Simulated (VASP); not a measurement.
Write the native input for VASP 6.6.1 that does the following.

- Task: relaxation of cell and atoms
- Functional: RPBE
- Potentials or basis: VASP PAW PBE potentials, release 64 (Pt, Se)
- Cutoff: 600 eV
- k mesh: 9 × 9 × 6
- Occupations: gaussian, width 0.02 eV
- Spin: no spin polarisation
- Further INCAR settings: ALGO = Normal; EDIFF = 1e-07; IBRION = 2; EDIFFG = -0.005; NSW = 90; ISIF = 3

The structure of PtSe2 lies in POSCAR:

```
PtSe2
1.0
    3.7173065500      0.0000000000      0.0000000000
   -1.8586532700      3.2192819000      0.0000000000
    0.0000000000      0.0000000000      5.8200740200
Pt Se
1 2
Direct
    0.0000000000      0.0000000000      0.0000000000
    0.6666666700      0.3333333300      0.7746118400
    0.3333333300      0.6666666700      0.2253881600
```

The cell is a database's computed one.

The input as run:

INCAR

```
PREC = Accurate ; ENCUT = 600
EDIFF = 1E-7 ; ISMEAR = 0
SIGMA = 0.02 ; LREAL = F
LASPH = T ; NELM = 100
ALGO = Normal ; ISIF = 3
LWAVE = F ; LCHARG = F
GGA = RP ; IBRION = 2
NSW = 90 ; EDIFFG = -0.005
```

KPOINTS

```
regular mesh
0
Gamma
  9 9 6
```

Potentials or basis: VASP PAW PBE potentials, release 64 (Pt, Se).

The run is started by

```bash
$ cat potpaw_PBE.64/Pt/POTCAR potpaw_PBE.64/Se/POTCAR > POTCAR
$ mpirun -np 1 vasp_std > vasp.out
```

Results of the run:

```json
{
  "Relaxed volume": "31.64 Å³/atom",
  "Relaxed cell": "a = 3.778 Å, b = 3.778 Å, c = 7.677 Å, α = 90.00°, β = 90.00°, γ = 120.00°",
  "Space group after relaxing (to 0.05 Å)": "P-3m1 (No. 164)",
  "Energy gained by relaxing": "43.3 meV/atom",
  "Ionic steps": "83",
  "Pressure after relaxing": "0.0 GPa",
  "Largest force after relaxing": "0.004 eV/Å",
  "Band gap on the k mesh": "1.25 eV, indirect (least direct gap 1.35 eV)"
}
```

Caveat: the volume moved by over 15 % at a fixed basis, so the end points are rough; the PAW data sets were made with another functional, which shifts forces and pressure a little; spin-orbit coupling is left out, which moves the levels of the heavy elements; an odd mesh through Γ misses points on the zone boundary, where band edges often lie; this functional lacks dispersion, which binds the layers, so the pressure and a relaxed spacing across them are unreliable, and here the layers came unbound.

Run time: 66 min on 1 thread of Intel(R) Xeon(R) Platinum 8259CL CPU @ 2.50GHz (Skylake/Cascade Lake), on a shared host, peak memory 0.32 GiB.
